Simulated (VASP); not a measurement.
```
BP
1.0
    0.00000     2.26599     2.26599
    2.26599     0.00000     2.26599
    2.26599     2.26599     0.00000
B P
1 1
Cartesian
  0.00000   0.00000   0.00000
  1.13299   1.13299   1.13299
```

Level of theory: r2SCAN meta-GGA, VASP's PBE PAW potentials (set 64) (plane waves; VASP 6.6.1). Numerical set-up: 520 eV cut-off, 11×11×11 Γ-centred mesh, tetrahedra with Blöchl corrections, potentials B P.

Task: Give the energies of bands 2 to 7 at the high-symmetry points, in eV from the valence-band maximum.

Result: 
```
band     Γ      X      U      L      W
----  ----  -----  -----  -----  -----
2     0.00  -9.15  -8.71  -9.53  -8.63
3     0.00  -4.36  -6.52  -1.87  -5.95
4     0.00  -4.36  -3.71  -1.87  -5.75
5     3.65   1.53   2.40   4.16   5.78
6     3.65   1.91   6.46   5.03   7.20
7     3.65  13.10  10.46   5.03   7.83
```

The gap is indirect, 1.45 eV, from the valence maximum at Γ to the conduction minimum at Γ-X at 0.78.

The compound is BP in the zinc blende structure. It was relaxed first.
